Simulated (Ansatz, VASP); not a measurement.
# BiBO in VASP and in Ansatz

```xyz
6
Lattice="3.9973 0.0000 0.0000 0.0000 5.4388 0.0000 0.0000 0.0000 5.0069" Properties=species:S:1:pos:R:3 pbc="T T T"
B     0.0000    0.0000    3.5934
B     1.9987    2.7194    1.4134
Bi    0.0000    2.7194    4.7141
Bi    1.9987    0.0000    0.2928
O     0.0000    0.0000    2.3295
O     1.9987    2.7194    2.6774
```

Alike in both runs: functional PBE; k mesh 4 × 4 × 4; occupations gaussian, width 0.1 eV; no spin polarisation.

Ansatz relaxed the structure, and its values are those at the end. VASP's run is a single point on that final structure, the one shown.

|  | VASP | Ansatz |
| --- | --- | --- |
| version | VASP 6.6.1 | Ansatz 0.2.0 |
| potentials or method | VASP PAW PBE potentials, release 64 (B, Bi_d, O) | scalar-relativistic, plane waves, PAW |
| plane-wave cutoff (eV) | 520 | 420 |
| valence electrons in the cell | 48 | 48 |

|  | VASP | Ansatz | Ansatz less VASP |
| --- | --- | --- | --- |
| gap on the k mesh at the Fermi level (eV) | none | none | - |
| pressure (GPa) | 0.0 | 0.0 | -0.01 |
| rms of the force components (eV/Å) | 0.044 | 0.013 | -0.0311 |

A gap of «none» marks a metal or a gap that the smearing closes. With one functional, cell and mesh, what is left measures potentials, basis and numerics.

Caveats: the k mesh is coarse (spacing up to 0.39 Å⁻¹), so the values aren't converged; spin-orbit coupling is left out, which moves the levels of the heavy elements.
